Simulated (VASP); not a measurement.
These are PBE GGA with D3 dispersion (zero damping), VASP's PBE PAW potentials (set 64) (plane waves; VASP) values and carry that method's errors.

VASP input:

**POSCAR**
```
TiCo
1
    2.9354615441     0.0000000000     0.0000000000
    0.0000000000     2.9354615441     0.0000000000
    0.0000000000     0.0000000000     2.9354615441
Ti Co
1 1
Direct
  0.0000000000   0.0000000000   0.0000000000
  0.5000000000   0.5000000000   0.5000000000
```

**INCAR**
```
SYSTEM = TiCo
PREC = Accurate
ENCUT = 520
EDIFF = 1E-7
NELM = 100
ALGO = Normal
LREAL = .FALSE.
LASPH = .TRUE.
ISMEAR = 0
SIGMA = 0.05
GGA = PE
IVDW = 11
LMAXMIX = 4
LWAVE = .FALSE.
LCHARG = .FALSE.
LORBIT = 11
ICHARG = 11
```

### KPOINTS
```
k-points along high-symmetry lines
15
Line-mode
Reciprocal
  0.000000   0.000000   0.000000 ! GAMMA
  0.000000   0.500000   0.000000 ! X

  0.000000   0.500000   0.000000 ! X
  0.500000   0.500000   0.000000 ! M

  0.500000   0.500000   0.000000 ! M
  0.000000   0.000000   0.000000 ! GAMMA

  0.000000   0.000000   0.000000 ! GAMMA
  0.500000   0.500000   0.500000 ! R

  0.500000   0.500000   0.500000 ! R
  0.000000   0.500000   0.000000 ! X

  0.500000   0.500000   0.500000 ! R
  0.500000   0.500000   0.000000 ! M
```

POTCAR, in this order: Ti_sv Co (PBE.64 set). Program: vasp_std. Read from the step before: CHGCAR.

What VASP printed:

### OSZICAR
```
       N       E                     dE             d eps       ncg     rms          rms(c)
DAV:   1     0.151173655126E+03    0.15117E+03   -0.10740E+04  2528   0.195E+03
DAV:   2    -0.637314532792E+01   -0.15755E+03   -0.15484E+03  2598   0.411E+02
DAV:   3    -0.156679838609E+02   -0.92948E+01   -0.91764E+01  4040   0.108E+02
DAV:   4    -0.159232864095E+02   -0.25530E+00   -0.25431E+00  3048   0.146E+01
DAV:   5    -0.159341234054E+02   -0.10837E-01   -0.10837E-01  3654   0.266E+00
DAV:   6    -0.159342948844E+02   -0.17148E-03   -0.17148E-03  3054   0.319E-01
DAV:   7    -0.159342999789E+02   -0.50945E-05   -0.50943E-05  3798   0.510E-02
DAV:   8    -0.159343000597E+02   -0.80777E-07   -0.79894E-07  2994   0.607E-03
   1 F= -.16830045E+02 E0= -.16827509E+02  d E =-.507189E-02
```

File OUTCAR:
```
 val. band max:       10.3646323133   @ k =   0.4286   0.5000   0.0000

 cond. band min:      10.3826891820   @ k =   0.1071   0.5000   0.1071



 k-point     1 :       0.0000    0.0000    0.0000
  band No.  band energies     occupation
      1     -46.5365      2.00000
      2     -22.6111      2.00000
      3     -22.6111      2.00000
      4     -22.6111      2.00000
      5       2.7164      2.00000
      6       6.5720      2.00000
      7       6.5720      2.00000
      8       9.0425      2.00000
      9       9.0425      2.00000
     10       9.0425      2.00000
     11      11.4051      0.00000
     12      11.4051      0.00000
     13      13.4714      0.00000
     14      13.4714      0.00000

 k-point     2 :       0.0000    0.0357    0.0000
  band No.  band energies     occupation
      1     -46.5360      2.00000
      2     -22.6157      2.00000
      3     -22.6108      2.00000
      4     -22.6108      2.00000
      5       2.7431      2.00000
      6       6.5841      2.00000
      7       6.5850      2.00000
      8       9.0406      2.00000
      9       9.0406      2.00000
     10       9.0475      2.00000
     11      11.3909      0.00000
     12      11.4109      0.00000
     13      13.4322      0.00000
     14      13.4440      0.00000

 k-point     3 :       0.0000    0.0714    0.0000
  band No.  band energies     occupation
      1     -46.5345      2.00000
      2     -22.6293      2.00000
      3     -22.6099      2.00000
      4     -22.6099      2.00000
      5       2.8227      2.00000
      6       6.6202      2.00000
      7       6.6234      2.00000
      8       9.0350      2.00000
      9       9.0350      2.00000
     10       9.0621      2.00000
     11      11.3485      0.00000
     12      11.4274      0.00000
     13      13.3200      0.00000
     14      13.3203      0.00000

 k-point     4 :       0.0000    0.1071    0.0000
  band No.  band energies     occupation
      1     -46.5322      2.00000
...
```

The density is held fixed in this step, so its total energy and stress have no physical meaning.

The compound is TiCo in the CsCl type structure. It was relaxed first, which changed the volume by -5 %. The run is not spin-polarised, so no magnetic state was tried. The electron count is odd and the run is not spin-polarised, which forces a metal.
